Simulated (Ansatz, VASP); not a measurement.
NaCaF3: VASP beside Ansatz

```
Na Ca F
1.0
     4.10186    0.00000    0.00000
     0.00000    4.10186    0.00000
     0.00000    0.00000    4.10186
Na Ca F
1 1 3
Direct
  0.00000 0.00000 0.00000
  0.50000 0.50000 0.50000
  0.50000 0.00000 0.00000
  0.00000 0.50000 0.00000
  0.00000 0.00000 0.50000
```

Alike in both runs: functional PBE; k mesh 6 × 6 × 6; occupations gaussian, width 0.02 eV; no spin polarisation.

Ansatz relaxed the structure, and its values are those at the end. VASP's run is a single point on that final structure, the one shown.

|  | VASP | Ansatz |
| --- | --- | --- |
| version | VASP 6.6.1 | Ansatz 0.2.0 |
| potentials or method | VASP PAW PBE potentials, release 64 (Na_pv, Ca_sv, F) | scalar-relativistic, plane waves, PAW |
| plane-wave cutoff (eV) | 520 | 420 |
| valence electrons in the cell | 38 | 40 |

|  | VASP | Ansatz | Ansatz less VASP |
| --- | --- | --- | --- |
| gap on the k mesh at the Fermi level (eV) | 4.95 | 4.97 | +0.020 |
| least direct gap on the mesh (eV) | 4.95 | 4.97 | +0.020 |
| pressure (GPa) | 0.1 | 0.0 | -0.14 |

The functional is the same, so the differences come from potentials, cutoffs and numerics. The two sets of potentials don't hold the same shells in valence.

A k mesh can miss the band edges.
